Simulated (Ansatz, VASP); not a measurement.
# Cross-check of Zr8Si5O26 between VASP and Ansatz

Wanted: the spread between two codes on one cell, functional and k mesh. The structure shown is frame 85 of Ansatz's trajectory.

Calculated with Ansatz 0.2.0; plane waves, with VASP 6.6.1 beside it; single point at PBEsol.

### 1. The structure

The cell holds 78 atoms: 16 Zr, 10 Si and 52 O. Cell: a = 10.279 Å, b = 10.279 Å, c = 10.279 Å, α = 90.0°, β = 90.0°, γ = 90.0°. As first built, before any earlier steps moved the atoms (in the runner's words): 78 atoms (16 Zr, 10 Si, 52 O) placed at random at 3.93 g/cm^3, melted at 4000 K for 10 ps at fixed volume with the Morse and Coulomb pair potential with partial charges (Pedone, Malavasi, Menziani, Cormack and Segre, J. Phys. Chem. B 110, 11780 (2006)). Snapshot at the end of a hold of 10 ps at 1800 K and fixed volume.

### 2. Ansatz: dynamics, PBEsol

Ansatz runs on its default PAW (the set named soft_2) files.

One frame of this run of dynamics is then solved in both programs, so the motion causes no difference.

The input, input.yaml:

```yaml
crystal:
  lattice:
    - [10.2791, 0.0, 0.0]
    - [0.0, 10.2791, 0.0]
    - [0.0, 0.0, 10.2791]
  atoms:
    - { symbol: Zr, position: [0.78353, 0.52437, 0.81313] }
    - { symbol: Zr, position: [0.92435, 0.21737, 0.15869] }
    - { symbol: Zr, position: [0.40088, 0.61254, 0.30238] }
    - { symbol: Zr, position: [0.51951, 0.52414, 0.00381] }
    - { symbol: Zr, position: [0.84981, 0.19074, 0.62245] }
    - { symbol: Zr, position: [0.72487, 0.17526, 0.90276] }
    - { symbol: Zr, position: [0.77023, 0.80876, 0.98789] }
    - { symbol: Zr, position: [0.39626, 0.60067, 0.6604] }
    - { symbol: Zr, position: [0.47656, 0.19558, 0.62247] }
    - { symbol: Zr, position: [0.08887, 0.69676, 0.782] }
    - { symbol: Zr, position: [0.69732, 0.45893, 0.43371] }
    - { symbol: Zr, position: [0.55999, 0.22726, 0.25482] }
    - { symbol: Zr, position: [0.25114, 0.32608, 0.1845] }
    - { symbol: Zr, position: [0.6571, 0.82016, 0.36545] }
    - { symbol: Zr, position: [0.23739, 0.96639, 0.63778] }
    - { symbol: Zr, position: [0.36376, 0.9768, 0.3485] }
    - { symbol: Si, position: [0.98748, 0.97458, 0.85853] }
    - { symbol: Si, position: [0.66206, 0.82898, 0.69644] }
    - { symbol: Si, position: [0.31533, 0.80416, 0.06344] }
    - { symbol: Si, position: [0.43662, 0.0286, 0.92587] }
    - { symbol: Si, position: [0.21325, 0.31998, 0.67737] }
    - { symbol: Si, position: [0.99762, 0.52452, 0.06866] }
    - { symbol: Si, position: [0.9158, 0.68165, 0.31319] }
    - { symbol: Si, position: [0.99651, 0.97989, 0.38921] }
    - { symbol: Si, position: [0.18296, 0.17582, 0.95056] }
    - { symbol: Si, position: [0.03403, 0.4033, 0.42755] }
    - { symbol: O, position: [0.1496, 0.47081, 0.08987] }
    - { symbol: O, position: [0.86989, 0.34168, 0.46444] }
    - { symbol: O, position: [0.90742, 0.04385, 0.48963] }
    - { symbol: O, position: [0.53805, 0.73731, 0.68267] }
    - { symbol: O, position: [0.23577, 0.17129, 0.60694] }
    - { symbol: O, position: [0.36704, 0.3501, 0.64846] }
    - { symbol: O, position: [0.67301, 0.6419, 0.95317] }
    - { symbol: O, position: [0.45688, 0.7848, 0.35448] }
    - { symbol: O, position: [0.09519, 0.22225, 0.07803] }
    - { symbol: O, position: [0.40493, 0.04208, 0.78048] }
    - { symbol: O, position: [0.5523, 0.09847, 0.99534] }
    - { symbol: O, position: [0.41928, 0.37961, 0.11488] }
    - { symbol: O, position: [0.41184, 0.6678, 0.09773] }
    - { symbol: O, position: [0.84557, 0.07727, 0.01795] }
    - { symbol: O, position: [0.27912, 0.76816, 0.66602] }
    - { symbol: O, position: [0.06205, 0.8956, 0.73095] }
    - { symbol: O, position: [0.41024, 0.03672, 0.52907] }
    - { symbol: O, position: [0.56406, 0.00057, 0.31909] }
    - { symbol: O, position: [0.02527, 0.55741, 0.38609] }
    - { symbol: O, position: [0.277, 0.46449, 0.33189] }
    - { symbol: O, position: [0.21721, 0.74652, 0.96534] }
    - { symbol: O, position: [0.73041, 0.82751, 0.17598] }
    - { symbol: O, position: [0.18148, 0.29406, 0.84045] }
    - { symbol: O, position: [0.70209, 0.90033, 0.54945] }
    - { symbol: O, position: [0.88478, 0.05306, 0.77966] }
    - { symbol: O, position: [0.03409, 0.06418, 0.27231] }
    - { symbol: O, position: [0.43608, 0.51677, 0.8347] }
    - { symbol: O, position: [0.08942, 0.35922, 0.55782] }
    - { symbol: O, position: [0.66731, 0.39002, 0.933] }
    - { symbol: O, position: [0.41921, 0.89144, 0.98541] }
    - { symbol: O, position: [0.96212, 0.57728, 0.92389] }
    - { symbol: O, position: [0.35403, 0.14662, 0.25965] }
    - { symbol: O, position: [0.31842, 0.1309, 0.99654] }
    - { symbol: O, position: [0.88904, 0.41309, 0.10391] }
    - { symbol: O, position: [0.75216, 0.23094, 0.24827] }
    - { symbol: O, position: [0.72116, 0.50188, 0.6224] }
    - { symbol: O, position: [0.88576, 0.30959, 0.79072] }
    - { symbol: O, position: [0.78631, 0.73892, 0.74305] }
    - { symbol: O, position: [0.1621, 0.52664, 0.6912] }
    - { symbol: O, position: [0.663, 0.19608, 0.68086] }
    - { symbol: O, position: [0.78844, 0.62851, 0.35476] }
    - { symbol: O, position: [0.95287, 0.85351, 0.94532] }
    - { symbol: O, position: [0.65749, 0.91687, 0.83494] }
    - { symbol: O, position: [0.94849, 0.82503, 0.37434] }
    - { symbol: O, position: [0.57339, 0.50724, 0.26981] }
    - { symbol: O, position: [0.17095, 0.91331, 0.43364] }
    - { symbol: O, position: [0.49957, 0.56898, 0.48308] }
    - { symbol: O, position: [0.05905, 0.32483, 0.29944] }
    - { symbol: O, position: [0.95867, 0.66897, 0.16436] }
    - { symbol: O, position: [0.27275, 0.85242, 0.19257] }
    - { symbol: O, position: [0.57566, 0.27154, 0.45851] }
    - { symbol: O, position: [0.10997, 0.05602, 0.89419] }
kpoints:
  mp_grid: { grid: [1, 1, 1] }
hamiltonian:
  xc: pbesol
scf:
  occupations: { method: fermi_dirac, width: 0.025 }
output:
  forces: true
md:
  timestep: 1.0
  n_steps: 255
  ensemble: nvt_nose_hoover
  temperature: 900
  initial_velocities: maxwell_boltzmann
  seed: 8771
```

Run with:

```bash
> ansatz run input.yaml --threads 4 --pin off --max-ram 8192MiB --backend cpu --events-out ev --progress --plain --runs-dir out
```

Numbers of over 12 decimals in the logs are rounded to 6 here.

What it wrote:

```text
Warning: md: disabling space-group detection — thermal motion breaks the input geometry's symmetry, so no spatial operation reduces the k-mesh or symmetrises the density; time reversal is kept, so that k and −k are solved as one point where they differ and the mesh holds both, and exact exchange and, on two spinor components, a DFT+U term hold to it where the run has them: on two components no moment then forms, and  [...]
Engine: ansatz 0.2.0, aarch64-unknown-linux-gnu
Pseudopotentials: kind: paw
Pseudopotential: Zr, paw, valence charge 12, recommended cutoff 420 eV (normal), Zr.paw.azcp
Pseudopotential: Si, paw, valence charge 4, recommended cutoff 420 eV (normal), Si.paw.azcp
Pseudopotential: O, paw, valence charge 6, recommended cutoff 420 eV (normal), O.paw.azcp
Functional definition: PBEsol
  exchange = pbesol_x
  correlation = pbesol_c
Crystal: 78 atoms, lattice volume = 1086.089 Å³
Basis set: ecut = 420 eV, 21247 PW (Γ), exchange–correlation on 144×144×144 points (8 copies of the dense FFT grid, shifted against one another)
Bands: 350, of which v1, the nominal top of the filled ones, is band 272 counted from 1 (271 counted from 0)
Symmetry: 1 space group operations
k-points: 1
Non-local potential: Zr, projectors of the file, l = 0: 3, l = 1: 2, l = 2: 2, l = 3: 2
Non-local potential: Si, projectors of the file, l = 0: 2, l = 1: 2, l = 2: 2
Non-local potential: O, projectors of the file, l = 0: 2, l = 1: 2, l = 2: 1
PAW form: soft (Blöchl's): semilocal exchange-correlation on the pseudo side does not see the compensation charge
PAW frozen core: Zr, regenerated for the run's functional, and the local potential with it (the file was generated under x = pbe(κ = 0.804, μ = 0.219515), c = pbe(β = 0.066725))
PAW frozen core: Si, regenerated for the run's functional, and the local potential with it (the file was generated under x = pbe(κ = 0.804, μ = 0.219515), c = pbe(β = 0.066725))
PAW frozen core: O, regenerated for the run's functional, and the local potential with it (the file was generated under x = pbe(κ = 0.804, μ = 0.219515), c = pbe(β = 0.066725))
PAW one-centre angular grid: Zr, 590 points (default); XC on 64 Gauss nodes
PAW one-centre angular grid: Si, 110 points (default); XC on 64 Gauss nodes
PAW one-centre angular grid: O, 110 points (default); XC on 64 Gauss nodes
Initial density: superposition of atomic densities (neutral atoms: chi_scale 0, normalization atom), corrected by the library's trained network
Initial wavefunctions: pseudopotential atomic-orbital guess
Functional: x = pbesol(κ = 0.804, μ = 0.123457), c = pbesol(β = 0.046)
SCF iter   1: F=—  HF=-101524.386131 eV  |F-HF|=—  |Δ(HF+E_count)|=         —  Δρ=1.40e-2  dr2=1.81e0  ethr=1.77e-3  ⟨swp⟩=6.0  Hψ=1336  notcnv=0  defer=55
preconditioner: auto → Resta (q_TF=auto, 2.431 Å⁻¹)  ε∞=5.2  [insulator: Δε(μ)=2.101 eV  Ē_g=11.152 eV  σ=0.025 eV  W_gap=1.00  n_scr=250 (ndim 8)  ℏωp=23.0 eV  f_vac=0.099  D(μ)=0.00/eV (n_scr^D=0)  ε∞_Penn≈5.2]
SCF iter   2: F=—  HF=-101523.999467 eV  |F-HF|=—  |Δ(HF+E_count)|=   3.87e-1  Δρ=4.44e-3  dr2=1.97e-1  ethr=3.32e-4  ⟨swp⟩=2.0  Hψ=580  notcnv=0  defer=73
SCF iter   3: F=—  HF=-101523.968889 eV  |F-HF|=—  |Δ(HF+E_count)|=   3.06e-2  Δρ=1.71e-3  dr2=3.02e-2  ethr=3.61e-5  ⟨swp⟩=2.0  Hψ=454  notcnv=0  defer=73
SCF iter   4: F=—  HF=-101523.968326 eV  |F-HF|=—  |Δ(HF+E_count)|=   5.63e-4  Δρ=8.99e-4  dr2=9.64e-3  ethr=5.54e-6  ⟨swp⟩=2.0  Hψ=443  notcnv=0  defer=73
SCF iter   5: F=—  HF=-101523.967896 eV  |F-HF|=—  |Δ(HF+E_count)|=   4.30e-4  Δρ=3.03e-4  dr2=1.31e-3  ethr=1.77e-6  ⟨swp⟩=2.0  Hψ=438  notcnv=0  defer=73
SCF iter   6: F=—  HF=-101523.968059 eV  |F-HF|=—  |Δ(HF+E_count)|=   1.63e-4  Δρ=1.69e-4  dr2=3.77e-4  ethr=2.40e-7  ⟨swp⟩=2.0  Hψ=438  notcnv=0  defer=73
SCF iter   7: F=—  HF=-101523.968151 eV  |F-HF|=—  |Δ(HF+E_count)|=   9.19e-5  Δρ=7.73e-5  dr2=7.56e-5  ethr=6.93e-8  ⟨swp⟩=2.0  Hψ=438  notcnv=0  defer=73
SCF iter   8: F=—  HF=-101523.970278 eV  |F-HF|=—  |Δ(HF+E_count)|=   2.13e-3  Δρ=3.55e-5  dr2=1.72e-5  ethr=1.39e-8  ⟨swp⟩=2.0  Hψ=511  notcnv=0  defer=73
SCF iter   9: F=—  HF=-101523.970289 eV  |F-HF|=—  |Δ(HF+E_count)|=   1.14e-5  Δρ=1.83e-5  dr2=4.14e-6  ethr=3.16e-9  ⟨swp⟩=2.0  Hψ=450  notcnv=0  defer=73
SCF iter  10: F=—  HF=-101523.970291 eV  |F-HF|=—  |Δ(HF+E_count)|=   1.82e-6  Δρ=1.05e-5  dr2=1.29e-6  ethr=7.62e-10  ⟨swp⟩=2.0  Hψ=485  notcnv=0  defer=73
[...]
md step   248: t =   248.00 fs  T =   993.8 K  F+E_penalty+E_count = -101532.74514781 eV  E_kin = 9.890859 eV  conserved = -101515.03228613 eV  (4 SCF iters)
[...]
md step   249: t =   249.00 fs  T =   963.7 K  F+E_penalty+E_count = -101532.47322661 eV  E_kin = 9.591363 eV  conserved = -101515.03168895 eV  (5 SCF iters)
md step   250: t =   250.00 fs  T =   934.6 K  F+E_penalty+E_count = -101532.21044402 eV  E_kin = 9.301641 eV  conserved = -101515.03140025 eV  (9 SCF iters)
[...]
md step   251: t =   251.00 fs  T =   907.0 K  F+E_penalty+E_count = -101531.96228858 eV  E_kin = 9.027381 eV  conserved = -101515.03123591 eV  (4 SCF iters)
[...]
md step   252: t =   252.00 fs  T =   881.4 K  F+E_penalty+E_count = -101531.73216239 eV  E_kin = 8.772159 eV  conserved = -101515.03102072 eV  (4 SCF iters)
[...]
md step   253: t =   253.00 fs  T =   858.0 K  F+E_penalty+E_count = -101531.52399089 eV  E_kin = 8.539965 eV  conserved = -101515.03066412 eV  (4 SCF iters)
[...]
md step   254: t =   254.00 fs  T =   837.6 K  F+E_penalty+E_count = -101531.34359071 eV  E_kin = 8.336556 eV  conserved = -101515.03018325 eV  (4 SCF iters)
[...]
md step   255: t =   255.00 fs  T =   820.8 K  F+E_penalty+E_count = -101531.19845521 eV  E_kin = 8.169260 eV  conserved = -101515.02967467 eV  (9 SCF iters)
SCF converged after 9 iterations
Free energy (F): -101531.198455 eV
Harris-Foulkes:  -101531.198455 eV  (|F-HF|=4.12e-9)
Internal energy: -101531.198455 eV  (E = F + TS)
E sigma→0 (E₀):  -101531.198455 eV
Fermi energy:    7.420619 eV
--- Per-component energies (eV) ---
  E_band       = -3505.851872
  E_kinetic    = 14889.298314
  E_local      = -38951.167674  (includes V_loc(G=0)·N_el)
  E_nonlocal   = 3993.511158
  E_hartree    = 14061.041570
  E_xc         = -6913.036376
  E_vxc        = -8387.611985  (∫ρ·V_xc dr)
  E_paw        = -59304.049042  (= ΣΔE_a)
  E_vpaw       = -3172.097622  (= ΣTr[D̂ρ^β])
  E_aug_tail   = 0.128938  (compensation charges beyond the density's cutoff)
  E_ewald      = -29311.727447
  E_core_change = 4.802105  (= ΣΔE_core)
  E_smearing   = -0.000000  (= −TS)
  E_closure    = 0.000000  (closes the sum)
  Σ components = -101531.198455   (vs F -101531.198455, Δ=0.00e0)
--- Forces (eV/Å), atoms counted from 1 ---
  atom   1  Zr    -1.18468880    -0.97033504    -1.61028341
  atom   2  Zr     1.10939869    -2.84156715    -1.41025718
  atom   3  Zr    -0.57424953     2.67236818     1.61533232
  atom   4  Zr     0.36130366     0.67262369     0.21413824
  atom   5  Zr     0.52384057     0.06739604     0.96752518
  atom   6  Zr     0.31259317    -2.32122408     0.61548792
  atom   7  Zr     1.32492378     2.81111512     1.60780830
  atom   8  Zr     0.88199827     0.61538992    -0.99953741
  atom   9  Zr     1.36293808    -0.97436197     1.12239686
  atom  10  Zr     0.27097549     1.31278123    -2.08896378
  atom  11  Zr     1.70909408     1.41188338     0.69146986
  atom  12  Zr     1.52121662     1.23299864    -0.89533078
  atom  13  Zr     0.28150242    -2.26717369    -0.39387368
  atom  14  Zr     3.04370442    -0.19647624     0.03854885
  atom  15  Zr     0.47808589     1.39998884     0.19386454
  atom  16  Zr    -1.11499959    -0.91911395     1.75884497
  atom  17  Si     2.24279157    -0.59191214     4.72891181
  atom  18  Si    -1.76787169     1.46719168     0.30970499
  atom  19  Si     3.54150350    -1.21451824    -0.47758813
  atom  20  Si     0.70091599     4.83621540     0.20444024
  atom  21  Si     1.03732190    -2.36777909     0.24304216
  atom  22  Si     1.39753044    -0.48156144     1.39242409
  atom  23  Si     0.70444664     4.06988711     0.25389318
  atom  24  Si     0.71589495    -0.70602561    -0.41005963
[...]
atom  71  O      0.68081253    -1.51723000    -0.70353486
  atom  72  O      1.07314551    -0.82618290     1.28333328
  atom  73  O     -0.37800207    -0.27495985    -1.80996866
  atom  74  O     -1.29953992     1.45027553     1.32259843
  atom  75  O      2.39876464    -2.42542437    -0.74031214
  atom  76  O     -1.29339217     0.21113247     0.39748688
  atom  77  O     -1.52813933    -1.03284864     0.10788382
  atom  78  O     -0.64416801    -0.56396897     0.47999260
  max |Σ_I F_I| component: 7.61e-5 eV/Å
--- MD trajectory: 255 steps, t = 0.0 → 255.0 fs ---
  final state: T = 820.8 K   F+E_penalty+E_count = -101531.19845521 eV   E_kin = 8.169260 eV
  conserved energy: peak-to-peak 2.534e-2 eV (3.249e-4 eV/atom) over 255.0 fs
```

[end of part 1 of 2]

[Lines on the potential files, build, host, timing and source positions are cut from VASP's logs without a mark.]

[Logs are printed without paths, hosts, clocks, repeated set-up lines and the standing remarks that a program may print on its own settings, such as how far it seeks lower states.]

[Hosts, paths, dates, database ids (printed as entryN), source tags and the programs' standing remarks are cut or masked in the printed files.]
